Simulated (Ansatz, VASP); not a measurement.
# Cross-check of AsPb between VASP and Ansatz

Aim: how closely do two programs agree when they are given the same cell, functional and k mesh? The cell is invented: As first built, before any earlier steps moved the atoms (in the runner's words): it takes the GeAs structure with some of its atoms replaced by other elements, volume scaled by an estimate. It may not be a known or stable phase. The cell is taken from a series of VASP runs on this material, whose earlier steps may have relaxed, scaled or displaced it; both programs get it as it stands.

Method: plane waves, with VASP 6.6.1 beside it; band structure at PBE, band structure at PBEsol and band structure at r2SCAN, spin-orbit coupling, in Ansatz 0.2.0.

## 1. Set-up

It takes space group I4mm (No. 107, tetragonal). The conventional cell has a = 4.131 Å, b = 4.131 Å, c = 6.700 Å, α = 90.00°, β = 90.00°, γ = 90.00°. Nearest to Pb lie 5 As at 2.84 to 2.96 Å. As has 5 Pb at 2.84 to 2.96 Å nearest. As first built, before any earlier steps moved the atoms (in the runner's words): sites of the GeAs structure (space group 107) filled with other elements, volume scaled by an estimate. Farther neighbours are not listed.

As a file:

```cif
data_structure
_symmetry_space_group_name_H-M 'P 1'
_symmetry_Int_Tables_number 1
_cell_length_a 4.4448
_cell_length_b 4.4448
_cell_length_c 4.4448
_cell_angle_alpha 124.611
_cell_angle_beta 124.611
_cell_angle_gamma 82.183
_cell_volume 57.18
loop_
_atom_site_label
_atom_site_type_symbol
_atom_site_fract_x
_atom_site_fract_y
_atom_site_fract_z
_atom_site_occupancy
Pb1 Pb 0.00524 0.00524 0.00000 1
As2 As 0.58076 0.58076 0.00000 1
```

## 2. VASP: band structure, PBE

With cell and atoms fixed, the geometry can't cause a difference; cores, projectors, grids and the points listed under the comparison can.

Lines of VASP's logs that name or quote its potential files are left out, and so is its time.

Input file INCAR:

```
SYSTEM = AsPb
PREC = Accurate
ENCUT = 400
EDIFF = 1E-06
NELM = 100
ISMEAR = 0
SIGMA = 0.02
LREAL = .FALSE.
ALGO = Normal
GGA = PE
LORBIT = 11
LWAVE = .FALSE.
LCHARG = .FALSE.
KPAR = 4
```

Input file POSCAR:

```
AsPb
1.0
   -2.0657309460      2.0657309460      3.3498724957
    2.0657309460     -2.0657309460      3.3498724957
    2.0657309460      2.0657309460     -3.3498724957
Pb As
1 1
Direct
    0.0052393533      0.0052393533      0.0000000000
    0.5807606467      0.5807606467      0.0000000000
```

Input file KPOINTS:

```
Automatic mesh
0
Gamma
5 5 5
0 0 0
```

Input file KPOINTS_OPT:

```
Line mode
16
Line-mode
Reciprocal
  0.00000000   0.00000000   0.00000000 GAMMA
  0.00000000   0.00000000   0.50000000 X

  0.00000000   0.00000000   0.50000000 X
 -0.19013452   0.19013452   0.50000000 Y

 -0.19013452   0.19013452   0.50000000 Y
 -0.34506726   0.34506726   0.34506726 S

 -0.34506726   0.34506726   0.34506726 S
  0.00000000   0.00000000   0.00000000 GAMMA

  0.00000000   0.00000000   0.00000000 GAMMA
  0.50000000   0.50000000  -0.50000000 Z

  0.50000000   0.50000000  -0.50000000 Z
  0.34506726   0.65493274  -0.34506726 S1

  0.34506726   0.65493274  -0.34506726 S1
  0.00000000   0.50000000   0.00000000 N

  0.00000000   0.50000000   0.00000000 N
  0.25000000   0.25000000   0.25000000 P

  0.25000000   0.25000000   0.25000000 P
  0.50000000   0.50000000  -0.19013452 Y1

  0.50000000   0.50000000  -0.19013452 Y1
  0.50000000   0.50000000  -0.50000000 Z

  0.00000000   0.00000000   0.50000000 X
  0.25000000   0.25000000   0.25000000 P
```

The projector-augmented-wave data sets are Pb_d and As (PBE family, release 64).

Run with:

```sh
$ mpirun -np 4 vasp_std
```

Numbers of over 12 decimals in the logs are rounded to 6 here.

The log of the run:

```text
[banner, memory and clock lines left out]
running    4 mpi-ranks, on    1 nodes
 distrk:  each k-point on    1 cores,    4 groups
 distr:  one band on    1 cores,    1 groups

 POSCAR found type information on POSCAR PbAs
 POSCAR found :  2 types and       2 ions
 LDA part: xc-table for (Slater+PW92), standard interpolation
 POSCAR, INCAR and KPOINTS ok, starting setup
 FFT: planning ... GRIDC
 FFT: planning ... GRID_SOFT
 FFT: planning ... GRID
 WAVECAR not read
 entering main loop
       N       E                     dE             d eps       ncg     rms          rms(c)
DAV:   1     0.130633285045E+03    0.13063E+03   -0.75696E+03   468   0.117E+03
DAV:   2     0.534910935966E+00   -0.13010E+03   -0.12653E+03   493   0.321E+02
DAV:   3    -0.792859308082E+01   -0.84635E+01   -0.83375E+01   593   0.912E+01
DAV:   4    -0.814960007198E+01   -0.22101E+00   -0.21450E+00   541   0.173E+01
DAV:   5    -0.815669780801E+01   -0.70977E-02   -0.70975E-02   604   0.288E+00    0.189E+00
DAV:   6    -0.805003790064E+01    0.10666E+00   -0.25986E-01   663   0.555E+00    0.108E+00
DAV:   7    -0.804633203517E+01    0.37059E-02   -0.58772E-02   596   0.187E+00    0.428E-01
DAV:   8    -0.804727443680E+01   -0.94240E-03   -0.58572E-03   518   0.953E-01    0.617E-02
DAV:   9    -0.804735053894E+01   -0.76102E-04   -0.57790E-04   606   0.303E-01    0.445E-02
DAV:  10    -0.804735902600E+01   -0.84871E-05   -0.68402E-05   543   0.737E-02    0.216E-02
DAV:  11    -0.804736027697E+01   -0.12510E-05   -0.33113E-05   583   0.648E-02    0.505E-03
DAV:  12    -0.804735963745E+01    0.63952E-06   -0.26583E-06   533   0.120E-02
   1 F= -.80473596E+01 E0= -.80470389E+01  d E =-.641421E-03
 Start KPOINTS_OPT (optional k-point list driver)
k-point batch [1-18\176]
       N       E                     dE             ncg
DAV:   1     0.398247150224E+03   -0.54767E+04      468
DAV:   2    -0.198303604929E+04   -0.23813E+04      483
DAV:   3    -0.213896327413E+04   -0.15593E+03      623
DAV:   4    -0.214231791928E+04   -0.33546E+01      539
DAV:   5    -0.214243352784E+04   -0.11561E+00      630
DAV:   6    -0.214243974080E+04   -0.62130E-02      665
DAV:   7    -0.214243977817E+04   -0.37375E-04      627
DAV:   8    -0.214243977866E+04   -0.49191E-06      394
[...]
k-point batch [163-176\176]
       N       E                     dE             ncg
DAV:   1     0.217032395705E+04   -0.80889E+04      372
DAV:   2     0.462162840871E+03   -0.17082E+04      389
DAV:   3     0.356445681161E+03   -0.10572E+03      444
DAV:   4     0.354076159641E+03   -0.23695E+01      437
DAV:   5     0.353984568667E+03   -0.91591E-01      455
DAV:   6     0.353977924940E+03   -0.66437E-02      515
DAV:   7     0.353977889172E+03   -0.35769E-04      470
DAV:   8     0.353977888653E+03   -0.51857E-06      277
```

From OUTCAR (step 2):

```text
ion  position               nearest neighbor table
   1  0.005  0.005  0.000-   2 2.84   2 2.96   2 2.96   2 2.96   2 2.96
   2  0.581  0.581  0.000-   1 2.84   1 2.96   1 2.96   1 2.96   1 2.96

  LATTYP: Found a body centered tetragonal cell.
 ALAT       =     4.1314618920
 C/A-ratio  =     1.6216402732

 Subroutine GETGRP returns: Found  8 space group operations
 (whereof  8 operations were pure point group operations)

The static configuration has the point symmetry C_4v.

 Found     18 irreducible k-points:

   k-points           NKPTS =     18   k-points in BZ     NKDIM =     18   number of bands    NBANDS=     13

   dimension x,y,z NGX =    30 NGY =   30 NGZ =   30
   dimension x,y,z NGXF=    60 NGYF=   60 NGZF=   60

   ENCUT  =  400.0 eV  29.40 Ry    5.42 a.u.   7.25  7.25  7.25*2*pi/ulx,y,z

   NELECT =      19.0000    total number of electrons

 k-points in reciprocal lattice and weights: Automatic mesh
   0.00000000  0.00000000  0.00000000       0.008
   0.20000000 -0.00000000  0.00000000       0.064
   0.40000000  0.00000000  0.00000000       0.064
   0.20000000  0.20000000  0.00000000       0.064
   0.40000000  0.20000000  0.00000000       0.128
  -0.40000000  0.20000000  0.00000000       0.128
  -0.20000000  0.20000000  0.00000000       0.032
   0.40000000  0.40000000  0.00000000       0.064
  -0.40000000  0.40000000  0.00000000       0.032
[...]
-0.40000000  0.40000000  0.40000000       0.032
  -0.40000000 -0.40000000  0.40000000       0.016

 average (electrostatic) potential at core
       1 -92.2298       2 -49.4784

 E-fermi :   4.7818

 k-point     1 :       0.0000    0.0000    0.0000
  band No.  band energies     occupation
    ...
      6      -7.3743      2.00000
      7       0.3578      2.00000
      8       4.0135      2.00000
      9       4.0135      2.00000
     10       4.6106      2.00000
     11       8.3984      0.00000
     12       9.8742      0.00000
     13       9.8742      0.00000

 k-point     2 :       0.2000   -0.0000    0.0000
  band No.  band energies     occupation
    ...
      5     -11.6593      2.00000
      6      -6.9637      2.00000
      7      -0.9838      2.00000
      8       4.1499      2.00000
      9       4.2333      2.00000
     10       4.8356      0.00014
     11       7.4741      0.00000
     12       9.0920      0.00000
     13       9.2460      0.00000

 k-point     3 :       0.4000    0.0000    0.0000
  band No.  band energies     occupation
    ...
      5     -11.6462      2.00000
      6      -5.8940      2.00000
      7      -3.0703      2.00000
      8       3.7202      2.00000
      9       4.7748      1.37486
     10       5.2018      0.00000
     11       6.9805      0.00000
     12       7.6055      0.00000
     13       8.0120      0.00000

  Total        0.0672104      0.0672104     -0.2614304      0.0000000      0.0000000      0.0000000
  in kB        1.8832653      1.8832653     -7.3253937      0.0000000      0.0000000      0.0000000
  external PRESSURE =      -1.1862877 kB  Pullay stress =       0.0000000 kB

  energy-cutoff  :      400.00
  volume of cell :       57.18
      direct lattice vectors                 reciprocal lattice vectors
    -2.065730946  2.065730946  3.349872496     0.000000000  0.242045074  0.149259412
     2.065730946 -2.065730946  3.349872496     0.242045074  0.000000000  0.149259412
     2.065730946  2.065730946 -3.349872496     0.242045074  0.242045074  0.000000000

 POSITION                                       TOTAL-FORCE (eV/Angst)
 -----------------------------------------------------------------------------------
      0.00000      0.00000      0.03510        -0.000000     -0.000000      0.086338
      0.00000      0.00000      3.89095         0.000000      0.000000     -0.086338
 -----------------------------------------------------------------------------------
    total drift:                               -0.000001     -0.000001      0.000158

  FREE ENERGIE OF THE ION-ELECTRON SYSTEM (eV)
  ---------------------------------------------------
  free  energy   TOTEN  =        -8.0473596375 eV

  energy  without entropy=       -8.0467182167  energy(sigma->0) =       -8.04703893

 total charge
# of ion       s       p       d       tot
------------------------------------------
    1        1.355   0.748   9.831  11.935
    2        1.271   1.403   0.021   2.695
--------------------------------------------------
tot          2.627   2.151   9.852  14.630

[... 3 further parts left out ...]
```

This run has no spin polarisation. Its electron count is odd, so without a moment it is a metal by construction. Spin-orbit coupling is off here; with elements this heavy it splits and shifts levels by tenths of an eV or more.

## 3. Ansatz: band structure, PBE

Ansatz runs on its default PAW (the set named soft_2) files.

The same cell, functional, mesh and smearing now go to Ansatz, which takes its cutoff from its data sets.

Input file input.yaml:

```yaml
crystal:
  lattice:
    - [-2.065730946, 2.065730946, 3.3498724957]
    - [2.065730946, -2.065730946, 3.3498724957]
    - [2.065730946, 2.065730946, -3.3498724957]
  atoms:
    - { symbol: Pb, position: [0.0052393533, 0.0052393533, 0.0] }
    - { symbol: As, position: [0.5807606467, 0.5807606467, 0.0] }
hamiltonian:
  xc: pbe
  pseudopotentials: { kind: paw }
kpoints:
  mp_grid: { grid: [5, 5, 5] }
  band_path:
    path:
      - [0.0, 0.0, 0.0]
      - [0.0, 0.0, 0.2]
      - [0.0, 0.0, 0.4]
      - [-0.02535, 0.02535, 0.5]
      - [-0.10141, 0.10141, 0.5]
      - [-0.17746, 0.17746, 0.5]
      - [-0.23145, 0.23145, 0.45868]
      - [-0.29342, 0.29342, 0.39671]
      - [-0.34507, 0.34507, 0.34507]
      - [-0.20704, 0.20704, 0.20704]
      - [-0.06901, 0.06901, 0.06901]
      - [0.06667, 0.06667, -0.06667]
      - [0.26667, 0.26667, -0.26667]
      - [0.46667, 0.46667, -0.46667]
      - [0.45868, 0.54132, -0.45868]
      - [0.39671, 0.60329, -0.39671]
      - [0.34507, 0.65493, -0.34507]
      - [0.20704, 0.59296, -0.20704]
      - [0.06901, 0.53099, -0.06901]
      - [0.03333, 0.46667, 0.03333]
      - [0.13333, 0.36667, 0.13333]
      - [0.23333, 0.26667, 0.23333]
      - [0.31667, 0.31667, 0.13263]
      - [0.41667, 0.41667, -0.04342]
      - [0.5, 0.5, -0.19013]
      - [0.5, 0.5, -0.31408]
      - [0.5, 0.5, -0.43803]
      - [0.03333, 0.03333, 0.46667]
      - [0.13333, 0.13333, 0.36667]
      - [0.25, 0.25, 0.25]
    npoints: 1
scf:
  occupations: { method: gaussian, width: 0.02 }
  n_extra_bands: 7
output:
  forces: true
  stress: true
  eigenvalues: true
```

Run with:

```sh
$ ansatz run input.yaml --threads 2 --pin off --max-ram 4608MiB --backend cpu --events-out ev --progress --plain --runs-dir out
```

The log of the run:

```text
scf.n_extra_bands = 7 over 15 filled bands (N_el = 29.0): the run solves 22 bands
Engine: ansatz 0.2.0, aarch64-unknown-linux-gnu
Pseudopotentials: kind: paw
Pseudopotential: Pb, paw, valence charge 14, recommended cutoff 420 eV (normal), Pb.paw.azcp
Pseudopotential: As, paw, valence charge 15, recommended cutoff 420 eV (normal), As.paw.azcp
Functional definition: PBE
  parameter kappa = 0.804
  parameter beta = 0.066725
  exchange = pbe_x(kappa = kappa, mu = beta*pi^2/3)
  correlation = pbe_c(beta = beta)
Crystal: 2 atoms, lattice volume = 57.179 Å³
Basis set: ecut = 420 eV, 1111 PW (Γ), exchange–correlation on 60×60×60 points (8 copies of the dense FFT grid, shifted against one another)
Bands: 22, of which v1, the nominal top of the filled ones, is band 15 counted from 1 (14 counted from 0)
Symmetry: 8 space group operations
Space group: I4mm (ITA 107), of the structure as read, at distance tolerance 3.9e-5 Å
k-points: 18 of 125 (time reversal used)
Non-local potential: Pb, projectors of the file, l = 0: 2, l = 1: 2, l = 2: 2, l = 3: 2
Non-local potential: As, projectors of the file, l = 0: 2, l = 1: 2, l = 2: 3, l = 3: 1
PAW form: soft (Blöchl's): semilocal exchange-correlation on the pseudo side does not see the compensation charge
PAW one-centre angular grid: Pb, 590 points (default); XC on 64 Gauss nodes
PAW one-centre angular grid: As, 590 points (default); XC on 64 Gauss nodes
Initial density: superposition of atomic densities (neutral atoms: chi_scale 0, normalization atom), corrected by the library's trained network
Initial wavefunctions: pseudopotential atomic-orbital guess
Functional: x = pbe(κ = 0.804, μ = 0.219515), c = pbe(β = 0.066725)
SCF iter   1: F=—  HF=-16762.362602 eV  |F-HF|=—  |Δ(HF+E_count)|=         —  Δρ=2.03e-3  dr2=3.83e-3  ethr=1.77e-3  ⟨swp⟩=6.4  Hψ=1978  notcnv=0
preconditioner: auto → none  [insulator: Δε(μ)=0.051 eV  Ē_g=17.895 eV  σ=0.020 eV  W_gap=0.69  n_scr=14 (ndim 8)  ℏωp=21.4 eV  f_vac=0.008  D(μ)=3.23/eV (n_scr^D=34)  ε∞_Penn≈2.4]
SCF iter   2: F=—  HF=-16762.360910 eV  |F-HF|=—  |Δ(HF+E_count)|=   1.69e-3  Δρ=7.90e-4  dr2=4.61e-4  ethr=1.32e-5  ⟨swp⟩=2.3  Hψ=789  notcnv=0  defer=55
SCF iter   3: F=—  HF=-16762.360837 eV  |F-HF|=—  |Δ(HF+E_count)|=   7.30e-5  Δρ=2.81e-4  dr2=5.11e-5  ethr=1.59e-6  ⟨swp⟩=2.3  Hψ=541  notcnv=0  defer=55
SCF iter   4: F=—  HF=-16762.360835 eV  |F-HF|=—  |Δ(HF+E_count)|=   2.21e-6  Δρ=8.91e-5  dr2=3.65e-6  ethr=1.76e-7  ⟨swp⟩=2.3  Hψ=597  notcnv=0  defer=55
iter 5 did not close the SCF: its close was put off for the readings that it lacked (scf_convergence_deferred on its scf_iter line)
SCF iter   5: F=-16762.360836 eV  HF=-16762.360836 eV  |F-HF|=1.35e-7  |Δ(HF+E_count)|=   1.78e-6  Δρ=1.90e-5  dr2=8.34e-8  ethr=1.26e-8  ⟨swp⟩=2.1  Hψ=501  notcnv=0  defer=55
SCF iter   6: F=-16762.360836 eV  HF=-16762.360836 eV  |F-HF|=1.38e-8  |Δ(HF+E_count)|=   1.66e-7  Δρ=5.25e-6  dr2=6.86e-9  ethr=2.88e-10  ⟨swp⟩=6.6  Hψ=1855  notcnv=0
SCF 1 converged in 6 iterations: F = -16762.360836 eV  dr2 = 6.86e-9
  greatest PAW one-centre occupation: 0.999 electrons in one spin orbital (limit 2), on the As atom at site 1 (counted from 0), in its partial waves of l = 2
NSCF: frozen V_eff on 30 k-points
SCF converged after 6 iterations
Free energy (F): -16762.360836 eV
Harris-Foulkes:  -16762.360836 eV  (|F-HF|=1.38e-8)
Internal energy: -16762.360195 eV  (E = F + TS)
E sigma→0 (E₀):  -16762.360516 eV
Entropy (-TS):   -0.000641 eV (-0.321 meV/atom)
Fermi energy:    8.724717 eV
--- Per-component energies (eV) ---
  E_band       = -306.656203
  E_kinetic    = 391.059204
  E_local      = -2953.740887  (includes V_loc(G=0)·N_el)
  E_nonlocal   = -320.678221
  E_hartree    = 1445.685373
  E_xc         = -298.847595
  E_vxc        = -210.291152  (∫ρ·V_xc dr)
  E_paw        = -12241.817944  (= ΣΔE_a)
  E_vpaw       = -104.377068  (= ΣTr[D̂ρ^β])
  E_aug_tail   = 0.000059  (compensation charges beyond the density's cutoff)
  E_ewald      = -2784.020184
  E_smearing   = -0.000641  (= −TS)
  E_closure    = -0.000000  (closes the sum)
  Σ components = -16762.360836   (vs F -16762.360836, Δ=0.00e0)
--- Forces (eV/Å), atoms counted from 1 ---
  atom   1  Pb     0.00000000    -0.00000000     0.08084748
  atom   2  As    -0.00000000    -0.00000000    -0.08082708
  max |Σ_I F_I| component: 2.04e-5 eV/Å
--- Stress (GPa, compression-positive) ---
        0.211935       0.000000      -0.000000
        0.000000       0.211935      -0.000000
       -0.000000      -0.000000      -0.728563
  P = ⅓ Tr σ = -0.1016 GPa (-1.016 kbar)
--- Band table (eV; the first three rows and the last of 18) ---
  k-point 0: bands = [... 11 lower, 4.3092, 7.9563, 7.9563, 8.5533, 12.3463, 13.8256, 13.8256, 15.0640, ... 3 higher]
  k-point 1: bands = [... 11 lower, 2.8318, 7.0780, 7.6537, 9.6826, 11.6408, 12.8210, 12.9029, 15.8365, ... 3 higher]
  k-point 2: bands = [... 11 lower, 1.8381, 5.1420, 5.9991, 7.2846, 11.8554, 13.8418, 15.9770, 17.3671, ... 3 higher]
  k-point 17: bands = [... 11 lower, 1.1628, 5.0438, 7.1011, 7.9030, 13.6378, 14.5250, 15.0342, 15.4797, ... 3 higher]
```

Elapsed: 4.1 s, on 2 threads of Arm Neoverse N1, shared host; peak memory 0.32 GiB; 7.5 s of CPU time.

## 4. Comparison

Known differences besides the potentials themselves: the data sets hold 29 valence electrons in Ansatz (default PAW (the set named soft_2) files) and 19 in VASP; the cutoff is 420 eV in Ansatz and 400 eV in VASP; VASP leaves aspherical gradient terms in its spheres out (LASPH is not set), Ansatz keeps them. Total energies have different zeros and are not compared.

Compared:

```csv
quantity,Ansatz,VASP,difference
pressure (GPa),-0.10,-0.12,+0.02
```

Forces (eV/Å; atoms numbered as in POSCAR):

```csv
atom,"Ansatz x, y, z","VASP x, y, z"
Pb1,"0.000, 0.000, 0.081","0.000, 0.000, 0.086"
As2,"0.000, 0.000, -0.081","0.000, 0.000, -0.086"
```

The forces differ by 3.2 meV/Å r.m.s., which is 6.4 % of the r.m.s. force of 0.05 eV/Å (both taken over all components). Levels from 3 eV below to 2 eV above the Fermi level differ by 2 meV r.m.s. and 7 meV at most; each VASP level is matched to the nearest of Ansatz, which flatters the figure a little. Ansatz's pressure holds a Pulay correction of 0.02 GPa; VASP's holds none.

## 5. Ansatz: band structure, PBEsol

With cell and atoms fixed, the geometry can't cause a difference; cores, projectors, grids and the points listed under the comparison can.

The cell is taken from a series of VASP runs on this material, whose earlier steps may have relaxed, scaled or displaced it; both programs get it as it stands.

input.yaml, as its differences from that of step 3:

```diff
@@ -9,3 +9,3 @@
 hamiltonian:
-  xc: pbe
+  xc: pbesol
   pseudopotentials: { kind: paw }
@@ -53 +53,5 @@
   eigenvalues: true
+  write_density: true
+  write_potential: true
+  elf: true
+  volumetric_format: npy
```

The log of the run:

```text
[...]
Crystal: 2 atoms, lattice volume = 57.179 Å³
Basis set: ecut = 420 eV, 1111 PW (Γ), exchange–correlation on 60×60×60 points (8 copies of the dense FFT grid, shifted against one another)
Bands: 22, of which v1, the nominal top of the filled ones, is band 15 counted from 1 (14 counted from 0)
Symmetry: 8 space group operations
[...]
k-points: 18 of 125 (time reversal used)
[...]
k-point 0: bands = [... 11 lower, 4.1290, 7.8043, 7.8043, 8.4111, 12.1658, 13.6409, 13.6409, 14.8555, ... 3 higher]
  k-point 1: bands = [... 11 lower, 2.6578, 6.9163, 7.4970, 9.5256, 11.4439, 12.6060, 12.7281, 15.6258, ... 3 higher]
  k-point 2: bands = [... 11 lower, 1.6620, 4.9585, 5.8296, 7.1194, 11.6257, 13.6665, 15.7814, 17.1678, ... 3 higher]
  k-point 17: bands = [... 11 lower, 0.9840, 4.8571, 6.9386, 7.7255, 13.4280, 14.3515, 14.8336, 15.2898, ... 3 higher]
[key lines of the parts left out:]
SCF converged after 6 iterations
Free energy (F): -16567.713843 eV
Fermi energy:    8.575537 eV
P = ⅓ Tr σ = -2.8819 GPa (-28.819 kbar)
```

Run time: 4.4 s. Hardware: 2 threads; peak memory 0.33 GiB; 7.9 s of CPU time.

[end of part 1 of 2]

[Lines on the potential files, build, host, timing and source positions are cut from VASP's logs without a mark.]

[Logs are printed without paths, hosts, clocks, repeated set-up lines and the standing remarks that a program may print on its own settings, such as how far it seeks lower states.]

[Hosts, paths, dates, database ids (printed as entryN), source tags and the programs' standing remarks are cut or masked in the printed files.]
